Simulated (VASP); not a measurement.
These are PBE GGA, VASP's PBE PAW potentials (set 64) (plane waves; VASP 6.6.1) values and carry that method's errors.

VASP input:

### INCAR
```
ALGO = Normal
EDIFF = 1E-6
ENCUT = 400
GGA = PE
ISIF = 2
ISMEAR = 0
LASPH = .True.
LCHARG = .False.
LMAXMIX = 4
LREAL = .False.
LWAVE = .False.
NELM = 100
PREC = Accurate
SIGMA = 0.05
SYSTEM = CdTe
```

**POSCAR**
```
CdTe
1.0
  0.0000000000   3.3048000000   3.3048000000
  3.3048000000   0.0000000000   3.3048000000
  3.3048000000   3.3048000000   0.0000000000
Cd Te
1 1
direct
  0.0000000000   0.0000000000   0.0000000000
  0.2500000000   0.2500000000   0.2500000000
```

File KPOINTS:
```
K-points
0
G
 3 3 3
0 0 0
```

POTCAR, in this order: Cd Te (PBE.64 set). Program: vasp_std.

The run wrote:

**OSZICAR**
```
       N       E                     dE             d eps       ncg     rms          rms(c)
DAV:   1     0.850852028025E+02    0.85085E+02   -0.73071E+03   104   0.964E+02
DAV:   2    -0.168763698778E+01   -0.86773E+02   -0.83837E+02   124   0.255E+02
DAV:   3    -0.483195161971E+01   -0.31443E+01   -0.31401E+01   119   0.505E+01
DAV:   4    -0.486318304177E+01   -0.31231E-01   -0.31231E-01   151   0.434E+00
DAV:   5    -0.486324949118E+01   -0.66449E-04   -0.66450E-04   124   0.194E-01    0.517E+00
DAV:   6    -0.459853072920E+01    0.26472E+00   -0.51714E-01   114   0.896E+00    0.429E+00
DAV:   7    -0.457754612585E+01    0.20985E-01   -0.14948E-01   114   0.275E+00    0.175E+00
DAV:   8    -0.457932483476E+01   -0.17787E-02   -0.13275E-02   114   0.156E+00    0.522E-01
DAV:   9    -0.457994742908E+01   -0.62259E-03   -0.14243E-03   119   0.440E-01    0.113E-01
DAV:  10    -0.458005415243E+01   -0.10672E-03   -0.17049E-04   119   0.152E-01    0.568E-02
DAV:  11    -0.458012302755E+01   -0.68875E-04   -0.12655E-04   119   0.864E-02    0.342E-02
DAV:  12    -0.458012174080E+01    0.12868E-05   -0.48278E-06   114   0.223E-02    0.234E-02
DAV:  13    -0.458012146281E+01    0.27799E-06   -0.23257E-06   129   0.877E-03
   1 F= -.45801215E+01 E0= -.45801215E+01  d E =-.303659E-11
```

OUTCAR:
```
------------------------ aborting loop because EDIFF is reached ----------------------------------------
  FORCE on cell =-STRESS in cart. coord.  units (eV):
  Direction    XX          YY          ZZ          XY          YZ          ZX
  --------------------------------------------------------------------------------------
  Total        0.3034365      0.3034365      0.3034365      0.0000000     -0.0000000      0.0000000
  in kB        6.7346154      6.7346154      6.7346154      0.0000000     -0.0000000      0.0000000
  external PRESSURE =       6.7346154 kB  Pullay stress =       0.0000000 kB
  volume of cell :       72.19
      direct lattice vectors                 reciprocal lattice vectors
     0.000000000  3.304800000  3.304800000    -0.151295086  0.151295086  0.151295086
     3.304800000  0.000000000  3.304800000     0.151295086 -0.151295086  0.151295086
     3.304800000  3.304800000  0.000000000     0.151295086  0.151295086 -0.151295086
  FREE ENERGIE OF THE ION-ELECTRON SYSTEM (eV)
  ---------------------------------------------------
  free  energy   TOTEN  =        -4.5801214628 eV

  energy  without entropy=       -4.5801214628  energy(sigma->0) =       -4.58012146
```
(Selected blocks of OUTCAR.)

The compound is CdTe in the zinc blende structure. The cell was not relaxed at this level. The k-mesh is coarse (spacing up to 0.55 per Å, 2π included), so the numbers may not be converged in it. The run is one of a series of settings (KPOINTS 3×3×3 Γ-centred mesh against the base run), some of them coarse on purpose.
